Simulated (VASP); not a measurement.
Level of theory: LDA (Ceperley-Alder, Perdew-Zunger), VASP's LDA PAW potentials (set 64) (plane waves; VASP 6.6.1).

VASP input:

**KPOINTS**
```
Automatic mesh
0
Gamma
11 11 6
0 0 0
```

INCAR:
```
SYSTEM = Be
PREC = Accurate; ENCUT = 300; LREAL = F
LASPH = T
EDIFF = 1E-6; NELM = 100; ALGO = Normal
ISMEAR = -1; SIGMA = 0.05
ISIF = 2
LWAVE = F; LCHARG = F
```

### POSCAR
```
Be
2.264780
  1.0000000000   0.0000000000   0.0000000000
 -0.5000000000   0.8660253976   0.0000000000
  0.0000000000   0.0000000000   1.5781223783
Be
2
Direct
  0.3056630000   0.6495900000   0.7665580000
  0.6943370000   0.3504100000   0.2334420000
```

POTCAR, in this order: Be (LDA.64 set). Program: vasp_std.

The run wrote:

File OUTCAR:
```
 ion  position               nearest neighbor table
   1  0.306  0.650  0.767-   2 2.05   2 2.15   2 2.16   2 2.25   2 2.34   2 2.35
   2  0.694  0.350  0.233-   1 2.05   1 2.15   1 2.16   1 2.25   1 2.34   1 2.35
  LATTYP: Found a hexagonal cell.
 ALAT       =     2.2647800000
 C/A-ratio  =     1.5781223783
 Subroutine PRICEL returns:
 Original cell was already a primitive cell.
 Subroutine GETGRP returns: Found  2 space group operations
The static configuration has the point symmetry S_2 .
The dynamic configuration has the point symmetry S_2 .
 Subroutine INISYM returns: Found  2 space group operations
 Subroutine IBZKPT returns following result:
 Found    364 irreducible k-points:

 Following reciprocal coordinates:
            Coordinates               Weight
  0.000000  0.000000  0.000000      1.000000
  0.090909 -0.000000  0.000000      2.000000
  0.000000  0.090909  0.000000      2.000000
 -0.090909  0.090909  0.000000      2.000000
  0.181818 -0.000000  0.000000      2.000000
  0.000000  0.181818  0.000000      2.000000
 -0.181818  0.181818  0.000000      2.000000
  0.272727 -0.000000  0.000000      2.000000
  0.000000  0.272727  0.000000      2.000000
 -0.272727  0.272727  0.000000      2.000000
  0.363636 -0.000000  0.000000      2.000000
  0.000000  0.363636  0.000000      2.000000
 -0.363636  0.363636  0.000000      2.000000
  0.454545 -0.000000  0.000000      2.000000
  0.000000  0.454545  0.000000      2.000000
 -0.454545  0.454545  0.000000      2.000000
  0.090909  0.090909  0.000000      2.000000
 -0.090909  0.181818  0.000000      2.000000
 -0.181818  0.090909  0.000000      2.000000
  0.181818  0.090909  0.000000      2.000000
 -0.090909  0.272727  0.000000      2.000000
 -0.272727  0.181818  0.000000      2.000000
 -0.181818  0.272727  0.000000      2.000000
...
```

File OSZICAR:
```
       N       E                     dE             d eps       ncg     rms          rms(c)
DAV:   1    -0.625650483795E+01   -0.62565E+01   -0.12962E+03  4716   0.349E+02
DAV:   2    -0.839500701704E+01   -0.21385E+01   -0.20083E+01  6474   0.310E+01
DAV:   3    -0.840394566028E+01   -0.89386E-02   -0.89359E-02  5160   0.213E+00
DAV:   4    -0.840394831286E+01   -0.26526E-05   -0.26518E-05  6504   0.329E-02
DAV:   5    -0.840394831473E+01   -0.18780E-08   -0.15047E-08  5052   0.305E-04    0.140E+00
DAV:   6    -0.833395418251E+01    0.69994E-01   -0.90307E-02  5538   0.142E+00    0.780E-01
DAV:   7    -0.831435020138E+01    0.19604E-01   -0.36736E-02  6528   0.984E-01    0.241E-01
DAV:   8    -0.831298472367E+01    0.13655E-02   -0.12170E-03  4734   0.289E-01    0.937E-03
DAV:   9    -0.831298393300E+01    0.79067E-06   -0.26058E-05  5802   0.343E-02    0.461E-03
DAV:  10    -0.831298344607E+01    0.48693E-06   -0.13531E-06  4656   0.827E-03
   1 F= -.83129834E+01 E0= -.83115729E+01  d E =-.282102E-02
```

OUTCAR:
```
------------------------ aborting loop because EDIFF is reached ----------------------------------------
  FORCE on cell =-STRESS in cart. coord.  units (eV):
  Direction    XX          YY          ZZ          XY          YZ          ZX
  --------------------------------------------------------------------------------------
  Total       -0.3025900     -0.6679147     -0.2865822      0.2307664     -0.1186796     -0.1655058
  in kB      -30.5362516    -67.4034613    -28.9208044     23.2880808    -11.9767027    -16.7022310
  external PRESSURE =     -42.2868391 kB  Pullay stress =       0.0000000 kB
  volume of cell :       15.88
      direct lattice vectors                 reciprocal lattice vectors
     2.264780000  0.000000000  0.000000000     0.441543991  0.254925544  0.000000000
    -1.132390000  1.961357000  0.000000000     0.000000000  0.509851088  0.000000000
     0.000000000  0.000000000  3.574100000     0.000000000  0.000000000  0.279790717
 POSITION                                       TOTAL-FORCE (eV/Angst)
 -----------------------------------------------------------------------------------
     -0.04333      1.27408      2.73975         0.358933      0.254120     -0.903702
      1.17572      0.68728      0.83435        -0.358933     -0.254120      0.903702
 -----------------------------------------------------------------------------------
    total drift:                               -0.000000      0.000000     -0.000000
  FREE ENERGIE OF THE ION-ELECTRON SYSTEM (eV)
  ---------------------------------------------------
  free  energy   TOTEN  =        -8.3129834461 eV

  energy  without entropy=       -8.3101624271  energy(sigma->0) =       -8.31157294
```
(Selected blocks of OUTCAR.)

**OUTCAR**
```
 val. band max:        7.0204886377   @ k =  -0.3636  -0.3636   0.1667

 cond. band min:       7.0264153707   @ k =   0.3636   0.2727   0.3333


 Fermi energy:         7.0260903613

 k-point     1 :       0.0000    0.0000    0.0000
  band No.  band energies     occupation
      1      -4.4523      2.00000
      2       2.3305      2.00000
      3       7.8323      0.00000
      4      22.1023      0.00000
      5      22.7947      0.00000
      6      24.7136      0.00000

 k-point     2 :       0.0909   -0.0000    0.0000
  band No.  band energies     occupation
      1      -4.2197      2.00000
      2       2.6415      2.00000
      3       7.8860      0.00000
      4      20.6069      0.00000
      5      21.3670      0.00000
      6      25.4087      0.00000

 k-point     3 :       0.0000    0.0909    0.0000
  band No.  band energies     occupation
      1      -4.2192      2.00000
      2       2.6390      2.00000
      3       7.9003      0.00000
      4      20.6743      0.00000
      5      21.2128      0.00000
      6      24.8799      0.00000

 k-point     4 :      -0.0909    0.0909    0.0000
  band No.  band energies     occupation
      1      -4.2193      2.00000
      2       2.6395      2.00000
      3       7.8979      0.00000
      4      20.6412      0.00000
      5      21.2838      0.00000
      6      24.8354      0.00000

 k-point     5 :       0.1818   -0.0000    0.0000
  band No.  band energies     occupation
      1      -3.5208      2.00000
      2       3.5727      2.00000
      3       7.9802      0.00000
      4      17.3792      0.00000
      5      19.3907      0.00000
      6      24.5906      0.00000

 k-point     6 :       0.0000    0.1818    0.0000
  band No.  band energies     occupation
      1      -3.5195      2.00000
      2       3.5610      2.00000
      3       8.0551      0.00000
      4      17.1734      0.00000
      5      19.3180      0.00000
      6      24.4920      0.00000
...
```

At this cut-off the stress carries a Pulay error, which pulls relaxed volumes low.

The structure comes from a computed database's Be entry; how it stands against other phases isn't given here. The cell was not relaxed at this level, atoms are displaced from their ideal sites. The run is one of a series of settings (GGA removed, POTCAR Be (LDA.64 set) against the base run), some of them coarse on purpose.
